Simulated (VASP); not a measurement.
## TeS2: energy against volume and a worked fit

```
CELL_PARAMETERS angstrom
0.00000 3.27715 3.27715
3.27715 0.00000 3.27715
3.27715 3.27715 0.00000
ATOMIC_POSITIONS crystal
Te 0.00000 0.00000 0.00000
S 0.75000 0.75000 0.75000
S 0.25000 0.25000 0.25000
```

The cell comes from a database or a generator and needn't be the stable form of this composition.

The cell was scaled at fixed shape and fractions and run with VASP, PBE PAW files S, Te, 520 eV; PBE, k mesh 7 × 7 × 7 on the cell of 3 atoms, fermi-dirac occupations of 0.05 eV, no spin polarisation, no spin-orbit coupling. Energies are those that the program minimises, any entropy of the smearing included. For a metal such a mesh isn't converged to the digits shown.

| V (Å³/atom) | energy over the lowest row (meV/atom) |
| --- | --- |
| 22.0559 | 18.982 |
| 22.5252 | ? |
| 22.9945 | 1.912 |
| 23.4638 | 0.000 |
| 23.9330 | 1.979 |
| 24.4023 | 7.454 |
| 24.8716 | 16.068 |

Q: Fit the third-order Birch-Murnaghan form, give V0, B0 and B′, and predict the energy left open.

A: With y = (V0/V)^(2/3), E = E0 + (9 V0 B0/16) [(y - 1)³ B′ + (y - 1)² (6 - 4y)]. Least squares through the rows shown give V0 = 23.4512 Å³/atom, E0 = 0.009 meV, B0 = 66.06 GPa (1 eV/Å³ = 160.218 GPa) and B′ = 4.05, with a largest miss of 0.010 meV. At V = 22.5252 the form with these constants gives 8.075 meV; the run gave 8.106 meV an atom.
